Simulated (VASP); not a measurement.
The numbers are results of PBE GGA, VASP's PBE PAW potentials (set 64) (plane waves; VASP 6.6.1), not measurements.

VASP input:

**KPOINTS**
```
kpoints
0
gamma
  10 10 6
```

POSCAR:
```
Dy
1.0
  3.7134320000   0.0000000000   0.0000000000
 -1.8567160000   3.2159260000   0.0000000000
  0.0000000000   0.0000000000   5.6879690000
Dy
2
Cart
 -0.0000018567   2.1439517386   1.4219922500
  1.8567178567   1.0719742614   4.2659767500
```

### INCAR
```
# general
SYSTEM   =  Dy
PREC     =  Accurate
ENCUT    =  300
LREAL    =  .FALSE.   # projection in real space or not
LASPH    =  .TRUE.

# electronic loop
EDIFF    =  1E-01
NELM     =  100
ALGO     =  Normal
LMAXMIX  =  6

# smearing
ISMEAR   =  0
SIGMA    =  0.2   # width (eV)

# functional
GGA      =  PE   # PBE

# spin
ISPIN    =  2   # spin-polarised

# ions
ISIF     =  2   # forces and stress, cell fixed

# output
LWAVE    =  .FALSE.
LCHARG   =  .FALSE.
LORBIT   =  11   # lm-projected
```

POTCAR, in this order: Dy (PBE.64 set). Program: vasp_std. The INCAR's line for the spin-polarised start is left out here.

What will the output report for the number of irreducible k-points (NKPTS), largest plane-wave count, number of space-group operations, FFT grid (NGX, NGY, NGZ)?

* **number of irreducible k-points (NKPTS)**: 56
* **largest plane-wave count**: 814
* **number of space-group operations**: 24
* **FFT grid (NGX, NGY, NGZ)**: 24 × 24 × 32

The structure comes from a computed database's Dy entry; how it stands against other phases isn't given here. The cell was not relaxed at this level. The run is one of a series of settings (EDIFF = 1E-01 against the base run), some of them coarse on purpose.
